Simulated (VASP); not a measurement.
GaN: band gap against strain

GaN (wurtzite, P6_3mc, 11.756 Å³/atom and stress up to 0.19 GPa in the relaxed cell, c along z) under an equal strain ε along x and y, with z held. PBE in VASP (plane waves, PAW), 600 eV, 12×12×6 Γ-centred mesh, Gaussian smearing 0.05 eV; ions are relaxed, or left where forces stay under 0.02 eV/Å, within the symmetry of each cell. Gaps are the smallest on the run's k-mesh, which can miss an edge that lies off it, without spin-orbit coupling; in all rows the valence edge lies at Γ and the conduction edge at Γ.

Here s stands for strain and Eg for gap.

| strain (%) | gap (eV) |
|---|---|
| -3.00 | ? |
| -1.50 | 1.862 |
| -1.00 | 1.817 |
| -0.50 | 1.769 |
| 0.00 | 1.720 |

**Question.** Fit Eg against s with a straight line, and predict the withheld value at s = -3.00.

**Answer.** Means: s -0.75000, Eg 1.7920. About the means, the sum of products is -0.11850 and the sum of squares of s is 1.2500; the slope is their ratio. Least squares gives Eg = 1.7209 - 0.09480·s. Residuals (row less fit): -0.0011, 0.0013, 0.0007, -0.0009; standard error 0.0014 (degrees of freedom: 2). Over these rows the gap moves by -9.5 ± 0.1 eV per unit strain. At the withheld row, Eg = 1.7209 - 0.09480 × (-3.0) = 2.0053 eV. The calculation gives 1.984 eV, 0.0213 eV below the prediction (8.1 % of the range of Eg in the table). The row lies outside the fitted rows, so this is an extrapolation. From the scatter of the fitted rows alone, a prediction at this place has a standard error of 0.0033 eV, so the miss is 6.5 times that.

A polynomial of degree 2 through the 6 other runs of the series gives 1.985 there, so most of the miss is curvature that the fit leaves out. Rows are the converged runs of the series near zero and its far end; series whose fitted rows scatter by over a few per cent of the range, as at a crossing or softening among them, aren't shown in this form, nor equations of state whose B0' disagrees with the runs' pressures. Most that stay on the fit to the last digits aren't either.
